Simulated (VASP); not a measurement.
Here is a VASP 6.6.1 calculation.

The input POSCAR:

```
InH2BrO
1.0
   13.0000000000      0.0000000000      0.0000000000
    0.0000000000     13.0000000000      0.0000000000
    0.0000000000      0.0000000000     11.0000000000
O In Br H
1 1 1 2
Direct
    0.4045115400      0.4552692300      0.4497318200
    0.5396884600      0.5095615400      0.5000227300
    0.6406346200      0.3712769200      0.5939681800
    0.3613653800      0.5061538500      0.4122136400
    0.5836500000      0.6319538500      0.4833590900
```

Contents of INCAR.step1:

```
PREC = Accurate ; ENCUT = 900
EDIFF = 1E-5 ; ISMEAR = 0
SIGMA = 0.01 ; LREAL = F
LASPH = T ; NELM = 80
ALGO = Normal ; ISIF = 2
LWAVE = T ; LCHARG = F
NBANDS = 22 ; GGA = PE
```

Contents of INCAR.step2:

```
PREC = Accurate ; ENCUT = 900
EDIFF = 1E-6 ; ISMEAR = 0
SIGMA = 0.01 ; LREAL = F
LASPH = T ; NELM = 80
ALGO = Normal ; ISIF = 2
LWAVE = F ; LCHARG = F
GGA = PE ; LHFCALC = T
HFSCREEN = 0.2 ; PRECFOCK = Fast
IVDW = 12 ; VDW_S6 = 1.0
VDW_S8 = 2.31 ; VDW_A1 = 0.383
VDW_A2 = 5.685 ; NBANDS = 22
ISTART = 1
```

File KPOINTS:

```
Automatic mesh
0
Gamma
  1 1 1
```

Potentials or basis: VASP PAW PBE potentials, release 64 (O_h, In_d, Br, H_h).

Run with:

```sh
$ cat potpaw_PBE.64/O_h/POTCAR potpaw_PBE.64/In_d/POTCAR potpaw_PBE.64/Br/POTCAR potpaw_PBE.64/H_h/POTCAR > POTCAR
$ cp INCAR.step1 INCAR
$ mpirun -np 1 vasp_gam > vasp.out
$ cp INCAR.step2 INCAR
$ mpirun -np 1 vasp_gam > vasp.out
```

Problem. Predict the gap between the frontier levels.

Solution. 5.87 eV.

Problem. Estimate the dispersion energy per atom.

Solution. -0.015 eV.

Problem. Estimate the largest force.

Solution. 0.126 eV/Å.

Forces in eV/Å, atoms in the order of the input:
```
O   -0.057 -0.020 -0.110
In   0.069  0.055  0.033
Br  -0.024  0.021  0.011
H    0.019 -0.054  0.045
H   -0.006 -0.003  0.022
```

Caveat: the PAW data sets were made with another functional, which shifts forces and pressure a little; spin-orbit coupling is left out, which moves the levels of the heavy elements.
